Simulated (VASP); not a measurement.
OSZICAR of a VASP run on CuZn (CsCl type):

### OSZICAR
```
       N       E                     dE             d eps       ncg     rms          rms(c)
DAV:   1     0.927535871482E+02    0.92754E+02   -0.11957E+04  2648   0.269E+03
DAV:   2    -0.202116007596E+02   -0.11297E+03   -0.11003E+03  2527   0.334E+02
DAV:   3    -0.233174615415E+02   -0.31059E+01   -0.30946E+01  2954   0.749E+01
DAV:   4    -0.233417511425E+02   -0.24290E-01   -0.24287E-01  3108   0.589E+00
DAV:   5    -0.233420700583E+02   -0.31892E-03   -0.31891E-03  3240   0.697E-01    0.106E+01
DAV:   6    -0.203350674476E+02    0.30070E+01   -0.23815E+01  2618   0.136E+02    0.692E+00
DAV:   7    -0.192491798460E+02    0.10859E+01   -0.46736E+00  2666   0.109E+02    0.285E+00
DAV:   8    -0.192738996845E+02   -0.24720E-01   -0.36133E-01  3707   0.125E+01    0.174E+00
DAV:   9    -0.192649309177E+02    0.89688E-02   -0.40114E-02  3611   0.563E+00    0.245E-01
DAV:  10    -0.192672144642E+02   -0.22835E-02   -0.89091E-03  3665   0.191E+00    0.494E-02
DAV:  11    -0.192671812621E+02    0.33202E-04   -0.89606E-04  3600   0.569E-01    0.433E-02
DAV:  12    -0.192674695465E+02   -0.28828E-03   -0.43757E-04  3605   0.370E-01    0.118E-02
DAV:  13    -0.192675515634E+02   -0.82017E-04   -0.70704E-05  3065   0.167E-01    0.381E-03
DAV:  14    -0.192675586427E+02   -0.70793E-05   -0.72791E-06  3455   0.616E-02    0.483E-03
DAV:  15    -0.192675597785E+02   -0.11358E-05   -0.20647E-06  3520   0.407E-02    0.124E-03
DAV:  16    -0.192675598682E+02   -0.89697E-07   -0.11614E-07  1737   0.844E-03
   1 F= -.19267560E+02 E0= -.19267525E+02  d E =-.106011E-03
```

### Question
Which electronic solver shows in the log?

### Answer
It is blocked Davidson (ALGO = Normal, or the opening steps of other solvers). The INCAR had ALGO = Normal.

### Question
Can the final energy be trusted as converged?

### Answer
The run converged. It stopped with EDIFF = 1E-7, NELM = 100 (r2SCAN+rVV10, plane waves, VASP's PBE PAW potentials (set 64)).

The compound is CuZn in the CsCl type structure. This cell is one point of a volume scan, at 0.94 of the reference volume. The electron count is odd and the run is not spin-polarised, which forces a metal.
